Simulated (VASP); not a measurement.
An input for Ansatz (written as the equivalent of a VASP run, and not itself run):

Ansatz 0.2 input:
```yaml
crystal:
  lattice:
    - [0.0000000, 3.0000000, 3.0000000]
    - [3.0000000, 0.0000000, 3.0000000]
    - [3.0000000, 3.0000000, 0.0000000]
  atoms:
    - { symbol: Li, position: [0.2500000, 0.2500000, 0.2500000] }
    - { symbol: Li, position: [0.7500000, 0.7500000, 0.7500000] }
    - { symbol: Se, position: [0.0000000, 0.0000000, 0.0000000] }
kpoints:
  mp_grid: { grid: [6, 6, 6] }
hamiltonian:
  xc: pbe
  pseudopotentials: { kind: paw }
scf:
  occupations: { method: gaussian, width: 0.05 }
  max_iter: 100
relax:
  max_steps: 40
  f_tol: 0.01
  cell: { p_target: 2 }
output: { forces: true, stress: true, eigenvalues: true }
```

Task: Translate this input to VASP (INCAR, KPOINTS, POSCAR, choice of POTCAR).

Result: This is not unique; one that fits is 
KPOINTS:
```
Automatic mesh
0
Gamma
6 6 6
0 0 0
```

File POSCAR:
```
Li2Se
1.0
  0.0000000000   3.0000000000   3.0000000000
  3.0000000000   0.0000000000   3.0000000000
  3.0000000000   3.0000000000   0.0000000000
Li Se
2 1
Cart
  1.5000000000   1.5000000000   1.5000000000
  4.5000000000   4.5000000000   4.5000000000
  0.0000000000   0.0000000000   0.0000000000
```

INCAR:
```
! general
SYSTEM =Li2Se
PREC   =Accurate
ENCUT  =600
LREAL  =.FALSE.
LASPH  =.TRUE.

! electronic loop
EDIFF  =1E-7
NELM   =100
ALGO   =Normal
LMAXMIX=4

! smearing
ISMEAR =0
SIGMA  =0.05

! functional
GGA    =PE

! ions
IBRION =2
NSW    =40
ISIF   =3
EDIFFG =-0.01
PSTRESS=20

! output
LWAVE  =.FALSE.
LCHARG =.FALSE.
```

POTCAR, in this order: Li_sv Se (PBE.64 set). Program: vasp_std.

The two are equivalent in intent, not identical: each code has its own PAW files, so the cut-off isn't converted (ENCUT is set for VASP's; basis.ecutwfc is left out, and Ansatz then takes the one that its files recommend); Ansatz stops its SCF on the density residual and VASP on the energy change (EDIFF).

The compound is Li2Se in the antifluorite structure. This run relaxes it under an external pressure of 2 GPa. Symmetry was kept, so distortions that lower it aren't found.
